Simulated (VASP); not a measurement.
# Rb3Ba (Fm-3m) in VASP: notebook

The runs below take Rb3Ba through single point, with PBE.

Program: VASP 6.6.1. These are calculated values, not measurements. Logs are shortened: lines on timing, memory, paths and dates and some standing lists are left out, and cuts for length are marked.

**1. Starting point**

Symmetry: Fm-3m, No. 225, cubic system. Conventional cell: a = 11.029 Å, b = 11.029 Å, c = 11.029 Å, α = 90.00°, β = 90.00°, γ = 90.00°.

The cell comes from a database or a generator and needn't be the stable form of this composition.

**2. Single point, PBE**

Contents of INCAR:

```
PREC = Accurate ; ENCUT = 520
EDIFF = 1E-6 ; ISMEAR = 0
SIGMA = 0.1 ; LREAL = F
LASPH = T ; NELM = 60
ALGO = Fast ; ISIF = 2
LWAVE = F ; LCHARG = F
GGA = PE ; NBANDS = 26
```

Contents of KPOINTS:

```
Automatic mesh
0
Gamma
  8 8 8
```

Contents of POSCAR:

```
Rb3Ba
1.0
    0.0000000000      5.5144300000      5.5144300000
    5.5144300000      0.0000000000      5.5144300000
    5.5144300000      5.5144300000      0.0000000000
Rb Ba
3 1
Direct
    0.2500000000      0.2500000000      0.2500000000
    0.7500000000      0.7500000000      0.7500000000
    0.5000000000      0.5000000000      0.5000000000
    0.0000000000      0.0000000000      0.0000000000
```

Potentials or basis: VASP PAW PBE potentials, release 64 (Rb_sv, Ba_sv).

On the command line:

```bash
> cat potpaw_PBE.64/Rb_sv/POTCAR potpaw_PBE.64/Ba_sv/POTCAR > POTCAR
> mpirun -np 1 vasp_std > vasp.out
```

OUTCAR:

```text
PREC = Accurate
   ENCUT = 520
   EDIFF = 1E-6
   ISMEAR = 0
   LREAL = F
   LASPH = T
   NELM = 60
   ISIF = 2
   GGA = PE

 ion  position               nearest neighbor table
   1  0.250  0.250  0.250-   4 4.78   4 4.78   4 4.78   3 4.78   4 4.78   3 4.78   3 4.78   3 4.78
                             2 5.51   2 5.51   2 5.51   2 5.51   2 5.51   2 5.51
   2  0.750  0.750  0.750-   3 4.78   3 4.78   3 4.78   3 4.78   4 4.78   4 4.78   4 4.78   4 4.78
                             1 5.51   1 5.51   1 5.51   1 5.51   1 5.51   1 5.51
   3  0.500  0.500  0.500-   1 4.78   1 4.78   1 4.78   1 4.78   2 4.78   2 4.78   2 4.78   2 4.78

   4  0.000  0.000  0.000-   2 4.78   2 4.78   2 4.78   1 4.78   2 4.78   1 4.78   1 4.78   1 4.78

  LATTYP: Found a face centered cubic cell.
 ALAT       =    11.0288600000

  Lattice vectors:

 A1 = (   0.0000000000,   5.5144300000,   5.5144300000)
 A2 = (   5.5144300000,   0.0000000000,   5.5144300000)
 A3 = (   5.5144300000,   5.5144300000,   0.0000000000)

Analysis of symmetry for initial positions (statically):
=====================================================================
 Subroutine PRICEL returns:
 Original cell was already a primitive cell.

 Routine SETGRP: Setting up the symmetry group for a
 face centered cubic supercell.

 Subroutine GETGRP returns: Found 48 space group operations
 (whereof 48 operations were pure point group operations)
 out of a pool of 48 trial point group operations.

The static configuration has the point symmetry O_h .

Analysis of symmetry for dynamics (positions and initial velocities):
=====================================================================
 Subroutine PRICEL returns:
 Original cell was already a primitive cell.

 Routine SETGRP: Setting up the symmetry group for a
 face centered cubic supercell.

 Subroutine GETGRP returns: Found 48 space group operations
 (whereof 48 operations were pure point group operations)
 out of a pool of 48 trial point group operations.

The dynamic configuration has the point symmetry O_h .

 Subroutine INISYM returns: Found 48 space group operations
 (whereof 48 operations are pure point group operations),
 and found     1 'primitive' translations

----------------------------------------------------------------------------------------

                                     Primitive cell

  volume of cell :     335.3759

  direct lattice vectors                    reciprocal lattice vectors
     0.000000000  5.514430000  5.514430000    -0.090671203  0.090671203  0.090671203
     5.514430000  0.000000000  5.514430000     0.090671203 -0.090671203  0.090671203
     5.514430000  5.514430000  0.000000000     0.090671203  0.090671203 -0.090671203

  length of vectors
     7.798581695  7.798581695  7.798581695     0.157047130  0.157047130  0.157047130

  position of ions in fractional coordinates (direct lattice)
     0.250000000  0.250000000  0.250000000
     0.750000000  0.750000000  0.750000000
     0.500000000  0.500000000  0.500000000
     0.000000000  0.000000000  0.000000000

  ion indices of the primitive-cell ions
   primitive index   ion index
                 1           1
                 2           2
                 3           3
                 4           4

----------------------------------------------------------------------------------------

 KPOINTS: Automatic mesh

Automatic generation of k-mesh.
 Grid dimensions read from file:
 generate k-points for:    8    8    8

 Generating k-lattice:

  Cartesian coordinates                     Fractional coordinates (reciprocal lattice)
    -0.011333900  0.011333900  0.011333900     0.125000000  0.000000000  0.000000000
     0.011333900 -0.011333900  0.011333900     0.000000000  0.125000000  0.000000000
     0.011333900  0.011333900 -0.011333900     0.000000000  0.000000000  0.125000000

  Length of vectors
     0.019630891  0.019630891  0.019630891

  Shift w.r.t. Gamma in fractional coordinates (k-lattice)
     0.000000000  0.000000000  0.000000000

 Subroutine IBZKPT returns following result:
 ===========================================

 Found     29 irreducible k-points:

 Following reciprocal coordinates:
            Coordinates               Weight
  0.000000  0.000000  0.000000      1.000000
  0.125000  0.000000  0.000000      8.000000
  0.250000  0.000000  0.000000      8.000000
  0.375000  0.000000  0.000000      8.000000
  0.500000  0.000000  0.000000      4.000000
  0.125000  0.125000  0.000000      6.000000
[... 16 lines left out ...]
  0.500000  0.250000  0.125000     48.000000
 -0.375000  0.250000  0.125000     24.000000
 [... further k-points ...]
   k-points           NKPTS =     29   k-points in BZ     NKDIM =     29   number of bands    NBANDS=     26
   number of dos      NEDOS =    301   number of ions     NIONS =      4
   total plane-waves  NPLWV = 216000
   dimension x,y,z NGX =    60 NGY =   60 NGZ =   60
   dimension x,y,z NGXF=   120 NGYF=  120 NGZF=  120
   ions per type =               3   1
   NGX,Y,Z   is equivalent  to a cutoff of  12.79, 12.79, 12.79 a.u.
   NGXF,Y,Z  is equivalent  to a cutoff of  25.58, 25.58, 25.58 a.u.
 SYSTEM =  unknown system
   PREC   = accura    normal or accurate (medium, high low for compatibility)
   ISTART =      0    job   : 0-new  1-cont  2-samecut
   ICHARG =      2    charge: 1-file 2-atom 10-const
   ISPIN  =      1    spin polarized calculation?
   LNONCOLLINEAR =      F non collinear calculations
   LSORBIT =      F    spin-orbit coupling
   LASPH  =      T    aspherical Exc in radial PAW
   ENCUT  =  520.0 eV  38.22 Ry    6.18 a.u.  14.50 14.50 14.50*2*pi/ulx,y,z
   NELM   =     60;   NELMIN=  2; NELMDL= -5     # of ELM steps
   EDIFF  = 0.1E-05   stopping-criterion for ELM
   LREAL  =      F    real-space projection
   EDIFFG = 0.1E-04   stopping-criterion for IOM
   NSW    =      0    number of steps for IOM
   IBRION =     -1    ionic relax: 0-MD 1-quasi-New 2-CG
   NFREE  =      0    steps in history (QN), initial steepest desc. (CG)
   ISIF   =      2    stress and relaxation
   ISYM   =      2    0-nonsym 1-usesym 2-fastsym
   POTIM  = 0.5000    time-step for ionic-motion
   TEBEG  =    0.0;   TEEND  =   0.0 temperature during run
   PSTRESS=    0.0 pullay stress
   NELECT =      37.0000    total number of electrons
   NUPDOWN=      -1.0000    fix difference up-down
   EMIN   =  10.00;   EMAX   =-10.00  energy-range for DOS
   EFERMI =   0.00;   METHOD = LEGACY
   ISMEAR =     0;   SIGMA  =   0.10  broadening in eV -4-tet -1-fermi 0-gaus
   EFERMI_NEDOS =   21; number of points for ismear=-14 and -15
   IALGO  =     68    algorithm
   IMIX   =      4    mixing-type and parameters
     AMIX     =   0.40;   BMIX     =  1.00
     AMIX_MAG =   1.60;   BMIX_MAG =  1.00
  volume/ion in A,a.u.               =      83.84       565.81
  Fermi-wavevector in a.u.,A,eV,Ry     =   0.785172  1.483760  8.387924  0.616495
  Thomas-Fermi vector in A             =   1.889454
   LORBIT       =      0    0 simple, 1 ext, 2 COOP (PROOUT), +10 PAW based schemes
   GGA     = PE    functional components
   LHFCALC =     F    Hartree Fock is set to
   AEXX    =    0.0000 exact exchange contribution
   IVDW    =     0    specifies the selected vdW correction
   LEPSILON=     F    determine dielectric tensor
   LRPA    =     F    only Hartree local field effects (RPA)
 non-spin polarized calculation
 RMM-DIIS sequential band-by-band and
 Gauss-broadening in eV      SIGMA  =   0.10
  energy-cutoff  :      520.00
  volume of cell :      335.38
 maximum number of plane-waves:      9185
 NGX is ok and might be reduce to    60
   NGX = 29   NGY = 29   NGZ = 29

 number of electron      37.0000000 magnetization

 Free energy of the ion-electron system (eV)
  ---------------------------------------------------
  ext. energy  EPLUGINS =         0.00000000
  ---------------------------------------------------
  free energy    TOTEN  =        -4.16872633 eV

  energy without entropy =       -4.14258311  energy(sigma->0) =       -4.15565472

 E-fermi :   0.2938     XC(G=0):  -5.9079

 val. band max:        0.2899784658   @ k =   0.5000   0.2500   0.0000
 cond. band min:       0.2962161002   @ k =   0.3750   0.3750   0.0000
 fundamental gap:      0.0062376344
 Fermi energy:         0.2937848895

 k-point     1 :       0.0000    0.0000    0.0000
  band No.  band energies     occupation
      1     -29.7978      2.00000
      2     -28.3081      2.00000
      3     -28.2270      2.00000
      4     -28.2261      2.00000
      5     -14.9122      2.00000
      6     -14.9122      2.00000
[... 18 lines left out ...]
     25       1.5674      0.00000
     26       3.0995      0.00000

 k-point     2 :       0.1250    0.0000    0.0000
  band No.  band energies     occupation
      1     -29.7978      2.00000
      2     -28.3081      2.00000
      3     -28.2270      2.00000
      4     -28.2262      2.00000
      5     -14.9123      2.00000
      6     -14.9123      2.00000
[... 18 lines left out ...]
     25       1.5707      0.00000
     26       3.0589      0.00000

 k-point     3 :       0.2500    0.0000    0.0000
  band No.  band energies     occupation
      1     -29.7978      2.00000
      2     -28.3080      2.00000
      3     -28.2269      2.00000
      4     -28.2263      2.00000
      5     -14.9124      2.00000
      6     -14.9123      2.00000
[... 18 lines left out ...]
     25       1.5570      0.00000
     26       2.6213      0.00000

 k-point     4 :       0.3750    0.0000    0.0000
  band No.  band energies     occupation
      1     -29.7978      2.00000
      2     -28.3080      2.00000
      3     -28.2268      2.00000
      4     -28.2265      2.00000
      5     -14.9125      2.00000
      6     -14.9124      2.00000
[... 18 lines left out ...]
     25       1.4789      0.00000
     26       2.1537      0.00000

 k-point     5 :       0.5000    0.0000    0.0000
  band No.  band energies     occupation
      1     -29.7978      2.00000
      2     -28.3079      2.00000
      3     -28.2267      2.00000
      4     -28.2266      2.00000
      5     -14.9125      2.00000
      6     -14.9124      2.00000
[... 18 lines left out ...]
     25       1.3642      0.00000
     26       1.9695      0.00000

 k-point     6 :       0.1250    0.1250    0.0000
  band No.  band energies     occupation
      1     -29.7978      2.00000
      2     -28.3081      2.00000
      3     -28.2270      2.00000
      4     -28.2262      2.00000
      5     -14.9123      2.00000
      6     -14.9123      2.00000
[... 427 lines left out ...]
 k-point    21 :       0.5000    0.5000    0.0000
  band No.  band energies     occupation
      1     -29.7977      2.00000
      2     -28.3079      2.00000
      3     -28.2268      2.00000
      4     -28.2265      2.00000
      5     -14.9127      2.00000
      6     -14.9127      2.00000
[... 18 lines left out ...]
     25       1.3420      0.00000
     26       2.7150      0.00000

 k-point    22 :       0.3750    0.2500    0.1250
  band No.  band energies     occupation
      1     -29.7978      2.00000
      2     -28.3080      2.00000
      3     -28.2269      2.00000
      4     -28.2264      2.00000
      5     -14.9125      2.00000
      6     -14.9125      2.00000
[... 18 lines left out ...]
     25       1.5408      0.00000
     26       2.5915      0.00000

 k-point    23 :       0.5000    0.2500    0.1250
  band No.  band energies     occupation
      1     -29.7978      2.00000
      2     -28.3079      2.00000
      3     -28.2268      2.00000
      4     -28.2265      2.00000
      5     -14.9126      2.00000
      6     -14.9125      2.00000
[... 18 lines left out ...]
     25       1.5254      0.00000
     26       2.4034      0.00000

 k-point    24 :      -0.3750    0.2500    0.1250
  band No.  band energies     occupation
      1     -29.7977      2.00000
      2     -28.3079      2.00000
      3     -28.2267      2.00000
      4     -28.2266      2.00000
      5     -14.9126      2.00000
      6     -14.9125      2.00000
[... 18 lines left out ...]
     25       1.4906      0.00000
     26       2.3614      0.00000

 [... further k-points ...]

------------------------ aborting loop because EDIFF is reached ----------------------------------------

  FORCE on cell =-STRESS in cart. coord.  units (eV):
  Direction    XX          YY          ZZ          XY          YZ          ZX
  --------------------------------------------------------------------------------------
  -------------------------------------------------------------------------------------
  Total       -0.0332041     -0.0332041     -0.0332041      0.0000000     -0.0000000      0.0000000
  in kB       -0.1586243     -0.1586243     -0.1586243      0.0000000     -0.0000000      0.0000000
  external PRESSURE =      -0.1586243 kB  Pullay stress =       0.0000000 kB

 VOLUME and BASIS-vectors are now :
 -----------------------------------------------------------------------------
  energy-cutoff  :      520.00
  volume of cell :      335.38
      direct lattice vectors                 reciprocal lattice vectors
     0.000000000  5.514430000  5.514430000    -0.090671203  0.090671203  0.090671203
     5.514430000  0.000000000  5.514430000     0.090671203 -0.090671203  0.090671203
     5.514430000  5.514430000  0.000000000     0.090671203  0.090671203 -0.090671203

 POSITION                                       TOTAL-FORCE (eV/Angst)
 -----------------------------------------------------------------------------------
      2.75721      2.75721      2.75721        -0.000000     -0.000000     -0.000000
      8.27164      8.27164      8.27164         0.000000      0.000000      0.000000
      5.51443      5.51443      5.51443         0.000000      0.000000      0.000000
      0.00000      0.00000      0.00000         0.000000      0.000000      0.000000
 -----------------------------------------------------------------------------------
    total drift:                                0.000000      0.000000     -0.000000

  FREE ENERGIE OF THE ION-ELECTRON SYSTEM (eV)
  ---------------------------------------------------
  free  energy   TOTEN  =        -4.1687263256 eV

  energy  without entropy=       -4.1425831109  energy(sigma->0) =       -4.15565472
```

Run time: 2.9 min. Hardware: 1 thread of Intel Xeon 6975P-C (Granite Rapids), shared host; peak memory 0.61 GiB.

Results:

```yaml
Free_energy: -4.1687 eV
Pressure: 0.0 GPa
Band_gap_on_the_k_mesh: none (metal or under the smearing width)
```

The run has no spin-orbit coupling, so splittings on Ba are missing.

**3. Single point, PBE**

Contents of INCAR:

```
SYSTEM = Rb3Ba
PREC     = Accurate       ! precision mode
ENCUT    = 520            ! plane-wave cutoff, eV
EDIFF    = 1E-6           ! SCF threshold, eV
ISMEAR   = 0              ! smearing method
SIGMA    = 0.1            ! smearing width, eV
LREAL    = .False.        ! projectors in reciprocal space
LASPH    = .True.         ! aspherical terms in the spheres
NELM     = 100            ! most SCF steps
ALGO     = Normal         ! electronic algorithm
ISIF     = 2              ! what is computed and relaxed
LWAVE    = .False.        ! write WAVECAR
LCHARG   = .False.        ! write CHGCAR
GGA      = PE             ! functional
NBANDS   = 26             ! bands
```

Contents of KPOINTS:

```
Automatic mesh
0
Gamma
  6 6 6
  0 0 0
```

POSCAR is that of step 2.

Potentials or basis: VASP PAW PBE potentials, release 64 (Rb_sv, Ba_sv).

On the command line:

```bash
> cat potpaw_PBE.64/Rb_sv/POTCAR potpaw_PBE.64/Ba_sv/POTCAR > POTCAR
> mpirun -np 1 vasp_std > vasp.out
```

Wall time 64 s (1 thread of Intel Xeon 6975P-C (Granite Rapids), shared host); peak memory 0.53 GiB.

The run converged. Its results:

```
Free energy            : -4.1709 eV
Pressure               : 0.0 GPa
Band gap on the k mesh : none (metal or under the smearing width)
```

Levels at points of the mesh, in eV from the Fermi level:
```csv
k point,band 15,band 16,band 17,band 18,band 19,band 20,band 21,band 22
"(0.00, 0.00, 0.00)",-12.59,-12.59,-2.18,0.50,0.50,0.55,0.55,0.55
"(0.50, 0.00, 0.00)",-12.59,-12.59,-1.22,-0.88,0.47,0.47,0.62,0.98
"(0.50, 0.50, 0.00)",-12.59,-12.59,-0.88,-0.59,-0.15,-0.10,0.82,0.82
```

[end of part 1 of 2]
